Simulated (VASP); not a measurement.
OSZICAR of a VASP run on Nb (bcc):

### OSZICAR
```
       N       E                     dE             d eps       ncg     rms          rms(c)
DAV:   1     0.122502900374E+03    0.12250E+03   -0.78274E+03  2400   0.135E+03
DAV:   2     0.759654993182E+00   -0.12174E+03   -0.11916E+03  2566   0.448E+02
DAV:   3    -0.273096628883E+01   -0.34906E+01   -0.33665E+01  3486   0.719E+01
DAV:   4    -0.280845273559E+01   -0.77486E-01   -0.75498E-01  3018   0.934E+00
DAV:   5    -0.281054264426E+01   -0.20899E-02   -0.20883E-02  3180   0.132E+00    0.171E+01
DAV:   6    -0.187931131506E+02   -0.15983E+02   -0.46999E+01  4042   0.757E+01    0.566E+00
DAV:   7    -0.188614018683E+02   -0.68289E-01   -0.79918E-01  2736   0.120E+01    0.361E+00
DAV:   8    -0.186862286246E+02    0.17517E+00   -0.40632E-01  3166   0.661E+00    0.486E-01
DAV:   9    -0.189137389377E+02   -0.22751E+00   -0.11500E-01  2616   0.470E+00    0.607E-01
DAV:  10    -0.189119957571E+02    0.17432E-02   -0.85100E-03  3532   0.151E+00    0.273E-01
DAV:  11    -0.189106718493E+02    0.13239E-02   -0.27750E-03  3756   0.545E-01    0.663E-02
DAV:  12    -0.189132279973E+02   -0.25561E-02   -0.14384E-03  2672   0.528E-01    0.404E-02
DAV:  13    -0.189133717728E+02   -0.14378E-03   -0.13916E-04  2962   0.156E-01    0.188E-02
DAV:  14    -0.189133572744E+02    0.14498E-04   -0.67066E-06  3508   0.309E-02    0.135E-02
DAV:  15    -0.189133700936E+02   -0.12819E-04   -0.13624E-05  2800   0.376E-02    0.136E-03
DAV:  16    -0.189133747869E+02   -0.46933E-05   -0.13788E-06  3298   0.105E-02    0.435E-04
DAV:  17    -0.189133742586E+02    0.52832E-06   -0.52526E-08  1620   0.309E-03    0.427E-04
DAV:  18    -0.189133745302E+02   -0.27163E-06   -0.20644E-08  1318   0.204E-03    0.596E-04
DAV:  19    -0.189133740787E+02    0.45154E-06   -0.65473E-09  1312   0.145E-03    0.434E-04
DAV:  20    -0.189133741339E+02   -0.55149E-07   -0.55594E-09  1284   0.911E-04
   1 F= -.18913374E+02 E0= -.18913104E+02  d E =-.810285E-03
```

Question: Which electronic solver shows in the log?

Answer: It is blocked Davidson (ALGO = Normal, or the opening steps of other solvers). The INCAR had ALGO = Normal.

Question: Can the final energy be trusted as converged?

Answer: Self-consistency was reached. It stopped with EDIFF = 1E-7, NELM = 100 (TPSS meta-GGA, plane waves, VASP's PBE PAW potentials (set 64)).

The compound is Nb in the bcc structure. It was relaxed first.
